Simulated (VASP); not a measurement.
Output of a VASP run:

**OSZICAR**
```
...
DAV:   5    -0.114435975933E+02   -0.83271E-02   -0.83213E-02  3204   0.213E+00    0.767E+00
DAV:   6    -0.109908669011E+02    0.45273E+00   -0.85706E-01  3204   0.116E+01    0.266E+00
DAV:   7    -0.109334434007E+02    0.57424E-01   -0.24965E-01  3230   0.603E+00    0.921E-01
DAV:   8    -0.109362972403E+02   -0.28538E-02   -0.10871E-02  2360   0.155E+00    0.621E-02
DAV:   9    -0.109363154130E+02   -0.18173E-04   -0.76395E-04  3544   0.306E-01    0.258E-02
DAV:  10    -0.109363238991E+02   -0.84860E-05   -0.13640E-05  2400   0.546E-02    0.107E-02
DAV:  11    -0.109363183985E+02    0.55006E-05   -0.31775E-06  2392   0.300E-02    0.271E-03
DAV:  12    -0.109363184645E+02   -0.66003E-07   -0.94520E-08  1228   0.461E-03
   1 F= -.10936318E+02 E0= -.10936293E+02  d E =-.109363E+02
       N       E                     dE             d eps       ncg     rms          rms(c)
DAV:   1    -0.120450285426E+02   -0.11087E+01   -0.34828E+01  2516   0.911E+01    0.953E+00
DAV:   2    -0.109957426650E+02    0.10493E+01   -0.23147E+00  2974   0.218E+01    0.249E+00
DAV:   3    -0.108687445522E+02    0.12700E+00   -0.83013E-01  3090   0.105E+01    0.173E+00
DAV:   4    -0.108953335564E+02   -0.26589E-01   -0.32906E-02  3286   0.167E+00    0.788E-01
DAV:   5    -0.109133685169E+02   -0.18035E-01   -0.58787E-02  3666   0.185E+00    0.269E-01
DAV:   6    -0.109126184304E+02    0.75009E-03   -0.18573E-03  3316   0.457E-01    0.136E-02
DAV:   7    -0.109126330362E+02   -0.14606E-04   -0.10765E-04  3266   0.856E-02    0.989E-03
DAV:   8    -0.109126303553E+02    0.26809E-05   -0.63246E-06  2260   0.291E-02    0.257E-03
DAV:   9    -0.109126302963E+02    0.58991E-07   -0.17499E-07  1192   0.519E-03
   2 F= -.10912630E+02 E0= -.10912717E+02  d E =0.236882E-01
       N       E                     dE             d eps       ncg     rms          rms(c)
DAV:   1    -0.114259137886E+02   -0.51328E+00   -0.14722E+01  2494   0.595E+01    0.563E+00
DAV:   2    -0.109706841674E+02    0.45523E+00   -0.12096E+00  3032   0.153E+01    0.158E+00
DAV:   3    -0.109249632772E+02    0.45721E-01   -0.36860E-01  3120   0.656E+00    0.893E-01
DAV:   4    -0.109343963721E+02   -0.94331E-02   -0.84858E-03  2552   0.992E-01    0.559E-01
DAV:   5    -0.109457944286E+02   -0.11398E-01   -0.27408E-02  3366   0.109E+00    0.219E-01
DAV:   6    -0.109458829093E+02   -0.88481E-04   -0.39523E-04  2336   0.251E-01    0.113E-01
DAV:   7    -0.109459368006E+02   -0.53891E-04   -0.15416E-04  2440   0.189E-01    0.725E-03
DAV:   8    -0.109459390729E+02   -0.22723E-05   -0.29199E-06  2258   0.200E-02    0.429E-03
DAV:   9    -0.109459401804E+02   -0.11075E-05   -0.51180E-07  1236   0.120E-02    0.207E-03
DAV:  10    -0.109459401071E+02    0.73349E-07   -0.95919E-08  1106   0.445E-03
   3 F= -.10945940E+02 E0= -.10946036E+02  d E =-.962164E-02
       N       E                     dE             d eps       ncg     rms          rms(c)
DAV:   1    -0.109459991466E+02   -0.58966E-04   -0.17329E-03  2506   0.643E-01    0.628E-02
DAV:   2    -0.109459445118E+02    0.54635E-04   -0.13126E-04  3018   0.161E-01    0.171E-02
DAV:   3    -0.109459390760E+02    0.54358E-05   -0.41932E-05  3170   0.716E-02    0.103E-02
DAV:   4    -0.109459410940E+02   -0.20180E-05   -0.10705E-06  1668   0.112E-02    0.530E-03
DAV:   5    -0.109459427591E+02   -0.16651E-05   -0.37540E-06  2596   0.134E-02    0.279E-03
DAV:   6    -0.109459430192E+02   -0.26013E-06   -0.12430E-07  1070   0.522E-03
   4 F= -.10945943E+02 E0= -.10946040E+02  d E =-.962455E-02
```

OUTCAR:
```
------------------------ aborting loop because EDIFF is reached ----------------------------------------
  FORCE on cell =-STRESS in cart. coord.  units (eV):
  Direction    XX          YY          ZZ          XY          YZ          ZX
  --------------------------------------------------------------------------------------
  Total        0.0017958      0.0017958      0.0017958      0.0000000      0.0000000     -0.0000000
  in kB        0.1651025      0.1651025      0.1651025      0.0000000      0.0000000     -0.0000000
  external PRESSURE =       0.1651025 kB  Pullay stress =       0.0000000 kB
  volume of cell :       17.43
      direct lattice vectors                 reciprocal lattice vectors
    -1.633255747  1.633255747  1.633255747     0.000000000  0.306136991  0.306136991
     1.633255747 -1.633255747  1.633255747     0.306136991  0.000000000  0.306136991
     1.633255747  1.633255747 -1.633255747     0.306136991  0.306136991  0.000000000
 POSITION                                       TOTAL-FORCE (eV/Angst)
 -----------------------------------------------------------------------------------
      0.00000      0.00000      0.00000         0.000000     -0.000000     -0.000000
 -----------------------------------------------------------------------------------
    total drift:                                0.000000      0.000000      0.000000
  FREE ENERGIE OF THE ION-ELECTRON SYSTEM (eV)
  ---------------------------------------------------
  free  energy   TOTEN  =       -10.9459430192 eV

  energy  without entropy=      -10.9462348058  energy(sigma->0) =      -10.94604028

 reached required accuracy - stopping structural energy minimisation
```
(Selected blocks of OUTCAR.)

POSCAR:
```
Nb
1
   -1.6506050000     1.6506050000     1.6506050000
    1.6506050000    -1.6506050000     1.6506050000
    1.6506050000     1.6506050000    -1.6506050000
Nb
1
Direct
  0.0000000000   0.0000000000   0.0000000000
```

Reconstruct the remaining input files.

Several could match; the one computed here: the input of the run itself, PBEsol GGA, plane waves, VASP's PBE PAW potentials (set 64).

**INCAR**
```
! general
SYSTEM =Nb
PREC   =Accurate
ENCUT  =400
LREAL  =.False.
LASPH  =.True.

! electronic loop
EDIFF  =1E-6
NELM   =100
ALGO   =Normal
LMAXMIX=4

! smearing
ISMEAR =1
SIGMA  =0.1

! functional
GGA    =PS

! ions
IBRION =2
NSW    =60
ISIF   =3
EDIFFG =-0.01

! output
LWAVE  =.False.
LCHARG =.False.
```

### KPOINTS
```
Automatic
0
gamma
  14 14 14
```

POTCAR, in this order: Nb_sv (PBE.64 set). Program: vasp_std.

Energy and stress use the plane-wave basis of the starting cell.

The structure comes from a measured Nb entry (Im-3m) of the Crystallography Open Database, whose conditions weren't checked. This run relaxes it. Symmetry was kept, so distortions that lower it aren't found.
